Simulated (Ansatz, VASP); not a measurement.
Si2BiTe2 in VASP and in Ansatz

```
CELL_PARAMETERS angstrom
-3.02142 3.02142 4.21254
3.02142 -3.02142 4.21254
3.02142 3.02142 -4.21254
ATOMIC_POSITIONS crystal
Si 0.13496 0.13496 0.00000
Si 0.86504 0.86504 0.00000
Bi 0.50000 0.50000 0.00000
Te 0.50000 0.00000 0.50000
Te 0.00000 0.50000 0.50000
```

Alike in both runs: functional PBE; k mesh 4 × 4 × 4; occupations gaussian, width 0.1 eV; no spin polarisation.

Ansatz relaxed the structure, and its values are those at the end. VASP's run is a single point on that final structure, the one shown.

|  | VASP | Ansatz |
| --- | --- | --- |
| version | VASP 6.6.1 | Ansatz 0.2.0 |
| potentials or method | VASP PAW PBE potentials, release 64 (Si, Bi_d, Te) | scalar-relativistic, plane waves, PAW |
| plane-wave cutoff (eV) | 520 | 420 |
| valence electrons in the cell | 35 | 55 |

|  | VASP | Ansatz | Ansatz less VASP |
| --- | --- | --- | --- |
| gap on the k mesh at the Fermi level (eV) | none | none | - |
| pressure (GPa) | -0.1 | 0.0 | +0.03 |
| rms of the force components (eV/Å) | 0.004 | 0.007 | +0.0030 |

A gap of «none» marks a metal or a gap that the smearing closes. The two sets of potentials don't hold the same shells in valence.

Caveats: the k mesh is coarse (spacing up to 0.37 Å⁻¹), so the values aren't converged; spin-orbit coupling is left out, which moves the levels of the heavy elements.
